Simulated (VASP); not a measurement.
Input:

```xyz
4
Lattice="4.9188 0.0000 0.0000 0.0000 4.9188 0.0000 0.0000 0.0000 4.9188" Properties=species:S:1:pos:R:3 pbc="T T T"
La     0.0000     0.0000     0.0000
Tl     0.0000     2.4594     2.4594
Tl     2.4594     0.0000     2.4594
Tl     2.4594     2.4594     0.0000
```

Calculation: LDA (Ceperley-Alder, Perdew-Zunger), VASP's LDA PAW potentials (set 64) (plane waves; VASP). Run with 300 eV cut-off, 9×9×9 Γ-centred mesh, Fermi-Dirac smearing of 0.14 eV, potentials La Tl_d.

At this cut-off the stress carries a Pulay error, which pulls relaxed volumes low. Energy and stress use the plane-wave basis of the starting cell.

### Question
The ions, cell shape and volume are relaxed. Which structure does the run end with?

### Answer

```xyz
4
Lattice="4.7288 0.0000 0.0000 0.0000 4.7288 0.0000 0.0000 0.0000 4.7288" Properties=species:S:1:pos:R:3 pbc="T T T"
La     0.0000     0.0000     0.0000
Tl     0.0000     2.3644     2.3644
Tl     2.3644     0.0000     2.3644
Tl     2.3644     2.3644     0.0000
```
Space group Pm-3m (221), at a tolerance of 0.03 Å.

### Question
How do energy and volume change from the first to the last step?

### Answer
The energy (σ→0) changes by -66.1 meV/atom and the volume by -11.1 %, in 3 ionic steps.

The structure comes from a computed database's LaTl3 entry (Pm-3m); how it stands against other phases isn't given here. This run relaxes it. Symmetry was kept, so distortions that lower it aren't found. The run is one of a series of settings (EDIFFG = -0.01, IBRION = 2, ISIF = 3, NSW = 50 against the base run), some of them coarse on purpose.
